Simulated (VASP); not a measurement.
# Quasiparticle energies of GaP in VASP, part 5 of 5

How does the gap of GaP change from the starting functional to GW? The cell is of the zinc-blende type, one of the forms listed for this formula. The start is a cell from a database of measured crystal structures.

VASP 6.6.1, plane waves and PAW; the level of theory is named at each step.

So far, quasiparticle gap on the mesh (eV): step 3 (G0W0, functional PBE, start PBE, G0W0 on PBE) 2.13; step 10 (G0W0, functional HSE with 0.16 exact exchange, start HSE with 0.16 exact …) 2.32; step 13 (G0W0, functional HSE with 0.25 exact exchange, start HSE with 0.25 exact …) 2.43; step 16 (G0W0, functional HSE with 0.33 exact exchange, start HSE with 0.33 exact …) 2.53; step 19 (G0W0, functional HSE with 0.42 exact exchange, start HSE with 0.42 exact …) 2.64.

**22. G0W0, functional HSE with 0.50 exact exchange, start HSE with 0.50 exact exchange**

This step: G0W0 on HSE with 0.50 exact exchange; plane waves and PAW (Ga_d_GW, P_GW) (VASP 6.6.1).

One pass of GW corrects the levels to first order, with G and W from the starting orbitals.

The input, INCAR:

```
SYSTEM = GaP
PREC = Accurate
ENCUT = 430
ISMEAR = 0
SIGMA = 0.01
LREAL = .FALSE.
LHFCALC = .TRUE.
AEXX = 0.5
GGA = PE
LASPH = .TRUE.
NBANDS = 128
PRECFOCK = Fast
HFSCREEN = 0.2
ALGO = EVGW0
NELMGW = 1
ENCUTGW = 120
NOMEGA = 64
NBANDSGW = 24
LWAVE = .FALSE.
LCHARG = .FALSE.
```

The input, POSCAR:

```
GaP
1.0
    0.0000000000      2.7252500000      2.7252500000
    2.7252500000      0.0000000000      2.7252500000
    2.7252500000      2.7252500000      0.0000000000
Ga P
1 1
Direct
    0.0000000000      0.0000000000      0.0000000000
    0.7500000000      0.7500000000      0.7500000000
```

The input, KPOINTS:

```
Automatic mesh
0
Gamma
6 6 6
0 0 0
```

The projector-augmented-wave data sets are Ga_d_GW and P_GW (PBE family, release 64).

The run starts from files that an earlier step left in the folder.

Command:

```sh
mpirun -np 8 vasp_std
```

Log:

```text
[banner, memory and clock lines left out]
running    8 mpi-ranks, on    1 nodes
[...]
[... a notice as in an earlier step ...]

 [... a notice as in an earlier step ...]

 LDA part: xc-table for (Slater+PW92), standard interpolation
 found WAVECAR, reading the header
 POSCAR, INCAR and KPOINTS ok, starting setup
[...]
reading WAVECAR
 the WAVECAR file was read successfully
 initial charge from wavefunction
 available memory per node:     30.38 GB, setting MAXMEM to     31113

 The Fermi energy was updated, please check that it is located mid-gap
 values below the HOMO (VB) or above the LUMO (CB) will cause erroneous energies
 E-fermi :   4.9318

 calculate exact exchange contribution
 the WAVEDER file was read successfully
energies w=
    0.000    0.000    0.515    0.000    1.028    0.000    1.539    0.000
    2.047    0.000    2.551    0.000    3.049    0.000    3.542    0.000
    4.028    0.000    4.508    0.000    4.981    0.000    5.448    0.000
[...]
total number of BLAS operations       1522.54 Gflops
NQ=  12   -0.3333    0.3333    0.0000,
|.........|.........|.........|.........|.........|.........|.........|.........
 performed      13951000 updates of chi_q(r,r)
 total number of BLAS operations       1678.59 Gflops
NQ=  13    0.5000    0.5000    0.0000,
|.........|.........|.........|.........|.........|.........|.........|.........
 performed      14696000 updates of chi_q(r,r)
 total number of BLAS operations       1758.82 Gflops
NQ=  14    0.5000    0.3333    0.1667,
|.........|.........|.........|.........|.........|.........|.........|.........
 performed      16387000 updates of chi_q(r,r)
 total number of BLAS operations       1960.23 Gflops
NQ=  15   -0.3333    0.3333    0.1667,
|.........|.........|.........|.........|.........|.........|.........|.........
 performed      17980000 updates of chi_q(r,r)
 total number of BLAS operations       2137.69 Gflops
NQ=  16   -0.3333    0.5000    0.1667,
|.........|.........|.........|.........|.........|.........|.........|.........
 performed      19296000 updates of chi_q(r,r)
 total number of BLAS operations       2269.82 Gflops
 resolving degeneracies of screened two electron integrals

 calculate QP shifts <psi_nk| G(iteration)W_0 |psi_nk>: iteration 1
 entering main loop
```

It took 98 s on 8 MPI ranks of AMD EPYC 9R45, shared host; peak memory 2.8 GiB.

OUTCAR, selected parts (step 22):

```text
 QP shifts <psi_nk| G(iteration)W_0 |psi_nk>: iteration 1
 for sc-GW calculations column KS-energies equals QP-energies in previous step
 and V_xc(KS)=  KS-energies - (<T + V_ion + V_H > + <T+V_H+V_ion>^1  + <V_x>^1)
 k-point   1 :       0.0000    0.0000    0.0000
  band No.  KS-energies  QP-energies   sigma(KS)   V_xc(KS)     V^pw_x(r,r')   Z            occupation Imag(sigma)
    ...
      6     -11.6065      -9.9488     -12.4936     -14.8505     -18.6429       0.7033       2.0000       0.9694
      7       3.4183       3.5458     -13.3314     -13.4886     -14.4868       0.8117       2.0000       0.0301
      8       3.4183       3.5458     -13.3314     -13.4886     -14.4868       0.8117       2.0000       0.0301
      9       3.4183       3.5458     -13.3314     -13.4886     -14.4868       0.8117       2.0000       0.0301
     10       7.3029       7.1149     -10.4000     -10.1694      -6.4660       0.8151       0.0000      -0.0526
     11       9.1831       8.9754      -9.6795      -9.4248      -5.6822       0.8154       0.0000      -0.0590
     12       9.1831       8.9754      -9.6795      -9.4248      -5.6822       0.8154       0.0000      -0.0590
     13       9.1831       8.9754      -9.6795      -9.4248      -5.6822       0.8154       0.0000      -0.0590
    ...

[... 2 parts as in an earlier step ...]

[... 1 further part left out ...]
[key lines of the parts left out:]
E-fermi :   4.9318
```

GW takes the gap from 3.027 to 2.736 eV. That is +607 meV against G0W0 on PBE. Spin-orbit coupling is left out. The value holds for 128 bands, ENCUTGW = 120 eV and this mesh, and isn't shown to be converged in them.

**23. Summary**

This step: GW series: G0W0 on PBE, G0W0 on HSE with 0.08 exact exchange, G0W0 on HSE with 0.16 exact exchange, G0W0 on HSE with 0.25 exact exchange, G0W0 on HSE with 0.33 exact exchange, G0W0 on HSE with 0.42 exact exchange, G0W0 on HSE with 0.50 exact exchange; plane waves and PAW (VASP 6.6.1).

No new run; the numbers come from the runs before.

G0W0 on a 6x6x6 mesh; cost is wall time times ranks on a shared host, with the step that makes the empty bands but not the self-consistent start. G0W0 series:

```csv
share of exact exchange,gap of the starting hybrid (eV),quasiparticle gap (eV),direct quasiparticle gap (eV),cost (core minutes)
0,1.647,2.129,2.734,14.91
0.08,1.855,2.226,2.865,95.75
0.16,2.065,2.322,2.997,94.55
0.25,2.309,2.43,3.147,90.81
0.33,2.533,2.528,3.283,97.75
0.42,2.791,2.639,3.435,94.15
0.5,3.027,2.736,3.569,100.4
```

**24. What came out**

* G0W0 on PBE, 128 bands, ENCUTGW 120 eV, NOMEGA 64, mesh 6×6×6: 1.647 → 2.129 eV
* G0W0 on HSE with 0.08 exact exchange, 128 bands, ENCUTGW 120 eV, NOMEGA 64, mesh 6×6×6: 1.855 → 2.226 eV
* G0W0 on HSE with 0.16 exact exchange, 128 bands, ENCUTGW 120 eV, NOMEGA 64, mesh 6×6×6: 2.065 → 2.322 eV
* G0W0 on HSE with 0.25 exact exchange, 128 bands, ENCUTGW 120 eV, NOMEGA 64, mesh 6×6×6: 2.309 → 2.430 eV
* G0W0 on HSE with 0.33 exact exchange, 128 bands, ENCUTGW 120 eV, NOMEGA 64, mesh 6×6×6: 2.533 → 2.528 eV
* G0W0 on HSE with 0.42 exact exchange, 128 bands, ENCUTGW 120 eV, NOMEGA 64, mesh 6×6×6: 2.791 → 2.639 eV
* G0W0 on HSE with 0.50 exact exchange, 128 bands, ENCUTGW 120 eV, NOMEGA 64, mesh 6×6×6: 3.027 → 2.736 eV

In words: G0W0 gives a quasiparticle gap of 2.129 eV on the mesh, 0.48 eV over the PBE gap on the same mesh. One-shot gaps: 2.129 eV from PBE, 2.226 eV from HSE with 0.08 exact exchange, 2.322 eV from HSE with 0.16 exact exchange, 2.430 eV from HSE with 0.25 exact exchange, 2.528 eV from HSE with 0.33 exact exchange, 2.639 eV from HSE with 0.42 exact exchange and 2.736 eV from HSE with 0.50 exact exchange. The starting gaps span 1.38 eV and the one-shot gaps 0.61 eV. For each 0.1 of exact exchange the starting gap grows by 0.28 eV and the G0W0 gap by 0.12 eV (straight-line fits). The two lines cross at a share of 0.32, where G0W0 leaves the gap unchanged at these settings; a fuller basis would move that share. All hybrids screen the exact exchange as HSE06 does (HFSCREEN = 0.2) and differ in its share alone. Bands, response cutoff and mesh weren't tested for convergence, and band edges off the mesh aren't seen. In Ga_d_GW the d shell is in the valence without all the semicore s and p states of the same shell; those stay frozen in the core, and how far that moves the GW gap wasn't tested here. Spin-orbit coupling is left out; with Ga in the cell it can split or shift band edges, by an amount that depends on which atoms form them and isn't tested here. Not tabulated here, as repeats of values shown or as unfit to read for their mesh, reference level or band range: eps2 curves (empty bands); eps1 curves and static values (empty bands); gaps (empty bands).

[Lines on the potential files, build, host, timing and source positions are cut from VASP's logs without a mark.]

[Logs are printed without paths, hosts, clocks, repeated set-up lines and the standing remarks that a program may print on its own settings, such as how far it seeks lower states.]

[Hosts, paths, dates, database ids (printed as entryN), source tags and the programs' standing remarks are cut or masked in the printed files.]

[Pressures printed for these runs are not shown converged in the cutoff: they can be off by several GPa and have the wrong sign.]
